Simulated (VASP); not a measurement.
Method: PBE GGA, VASP's PBE PAW potentials (set 64) (plane waves; VASP).

A VASP calculation is set up with these files.

### INCAR
```
SYSTEM = SrTe
LMAXMIX = 4   ! l cut-off of mixed one-centre charges
IBRION = 2
NELM = 100
GGA = PE
EDIFF = 1E-5
ISMEAR = 0   ! Gaussian
LASPH = .TRUE.   ! aspherical one-centre terms
ALGO = Fast   ! Davidson, then RMM-DIIS
PREC = Normal
SIGMA = 0.05   ! width (eV)
LWAVE = .FALSE.
EDIFFG = -0.03   ! ionic stop
ENCUT = 400
LREAL = .FALSE.
LCHARG = .FALSE.
NSW = 20
NELMIN = 4
ISIF = 2   ! forces and stress, cell fixed
```

File KPOINTS:
```
Automatic mesh
0
Gamma
8 8 8
0 0 0
```

POSCAR:
```
SrTe
1
   -0.0000000000     3.3620554552     3.3620554552
    3.3620554552    -0.0000000000     3.3620554552
    3.3620554552     3.3620554552    -0.0000000000
Sr Te
1 1
Direct
  0.0000000000   0.0000000000   0.0000000000
  0.5000000000   0.5000000000   0.5000000000
```

POTCAR, in this order: Sr_sv Te (PBE.64 set). Program: vasp_std.

Question: What will the output report for the number of irreducible k-points (NKPTS), largest plane-wave count, number of space-group operations, FFT grid (NGX, NGY, NGZ)?

Answer: 
```
Item                                          Result
--------------------------------------  ------------
number of irreducible k-points (NKPTS)            29
largest plane-wave count                        1411
number of space-group operations                  48
FFT grid (NGX, NGY, NGZ)                24 × 24 × 24
```

The compound is SrTe in the rock salt structure. It was relaxed first.
